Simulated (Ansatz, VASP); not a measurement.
## Two plane-wave programs on Ca3ZnSe4

```xyz
8
Lattice="6.3818 0.0000 0.0000 0.0000 6.3818 0.0000 0.0000 0.0000 6.3818" Properties=species:S:1:pos:R:3 pbc="T T T"
Se    1.4684    1.4684    1.4684
Se    1.4684    4.9134    4.9134
Se    4.9134    4.9134    1.4684
Se    4.9134    1.4684    4.9134
Zn    0.0000    0.0000    0.0000
Ca    3.1909    0.0000    3.1909
Ca    0.0000    3.1909    3.1909
Ca    3.1909    3.1909    0.0000
```

The cell comes from a database or a generator and needn't be the stable form of this composition.

Alike in both runs: task single point; functional PBE; k mesh 4 × 4 × 4; occupations gaussian, width 0.05 eV; no spin polarisation.

```csv
,VASP,Ansatz
version,VASP 6.6.1,Ansatz 0.2.0
potentials or method,"VASP PAW PBE potentials, release 64 (Se, Zn, Ca_sv)",Ansatz PAW
plane-wave cutoff (eV),520,420
valence electrons in the cell,66,106
```

```tsv
	VASP	Ansatz	Ansatz less VASP
gap on the k mesh at the Fermi level (eV)	2.04	2.04	+0.004
least direct gap on the mesh (eV)	2.10	2.10	+0.003
pressure (GPa)	0.0	-0.1	-0.12
rms of the force components (eV/Å)	0.011	0.010	-0.0011
```

Atom by atom the forces differ by 0.001 eV/Å (rms over components). The functional is the same, so the differences come from potentials, cutoffs and numerics. The two sets of potentials don't hold the same shells in valence.

A k mesh can miss the band edges. Expect the measured gap to be larger: semilocal functionals such as PBE lack the derivative discontinuity.
